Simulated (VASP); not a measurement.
Input:

```
CELL_PARAMETERS angstrom
      4.53148     0.00000     0.00000
     -2.26574     3.92438     0.00000
      0.00000     0.00000     7.18739
ATOMIC_POSITIONS crystal
  Li 0.33333 0.66667 0.65101
  Li 0.66667 0.33333 0.34899
  Li 0.00000 0.00000 0.50000
  Y  0.00000 0.00000 0.00000
  Sb 0.33333 0.66667 0.24925
  Sb 0.66667 0.33333 0.75075
```

These are PBEsol GGA, VASP's PBE PAW potentials (set 64) (plane waves; VASP) values and carry that method's errors. Numerical set-up: 400 eV cut-off, 6×6×3 Γ-centred mesh, Fermi-Dirac smearing of 0.14 eV, potentials Li_sv Y_sv Sb.

Problem. Give the energies of bands 10 to 18 at the high-symmetry points, in eV from the Fermi level.

Solution. 
```csv
band,Γ,M,K,A,L,H
10,-4.29,-4.06,-3.96,-2.67,-4.11,-3.42
11,-1.73,-2.99,-2.97,-2.44,-3.73,-3.35
12,-1.73,-2.59,-2.97,-1.55,-2.40,-3.35
13,-0.10,-2.20,-2.35,-1.55,-2.24,-3.21
14,-0.10,-2.09,-2.26,-0.55,-1.19,-1.48
15,0.28,-1.70,-2.26,-0.55,-0.90,-1.48
16,1.07,0.41,1.39,0.98,-0.01,1.54
17,1.21,2.47,2.43,0.98,1.89,1.54
18,1.21,2.49,2.44,1.25,2.22,1.60
```

It has no gap at this level: it comes out as a metal or semimetal.

The structure comes from a computed database's Li3YSb2 entry (P-3m1); how it stands against other phases isn't given here. The cell was not relaxed at this level.
